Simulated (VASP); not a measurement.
Given:

```
CELL_PARAMETERS angstrom
      2.69584     0.00000     0.00000
      0.00000     2.69584     0.00000
      0.00000     0.00000     3.71449
ATOMIC_POSITIONS crystal
  Fe 0.00000 0.00000 0.00000
  Pt 0.50000 0.50000 0.50000
```
Starting moments (μB, in the order of the record's atoms Fe Pt): 2.9 0.3.

All values below come from revTPSS meta-GGA, VASP's PBE PAW potentials (set 64) (plane waves; VASP). Run with 520 eV cut-off, 15×15×11 Γ-centred mesh, tetrahedra with Blöchl corrections, potentials Fe Pt.

Unless said otherwise, spin-orbit coupling is left out, though it shifts the bands of the heavy elements here.

### Question
Estimate the cell moment, energy per atom (σ→0), band gap (over mesh and band path) with the smallest direct gap where there is one.

### Answer

```yaml
band gap (over mesh and band path): none (metal, semimetal or under 0.01 eV)
cell_moment: 3.29 μB
energy per atom (σ→0): 14.141 eV/atom
```

### Question
Give the moment on each site (PAW-sphere projection).

### Answer

| site | moment (μB) |
|---|---|
| Fe1 | 2.93 |
| Pt2 | 0.30 |

The compound is FePt in the L1_0 structure. It was relaxed first.
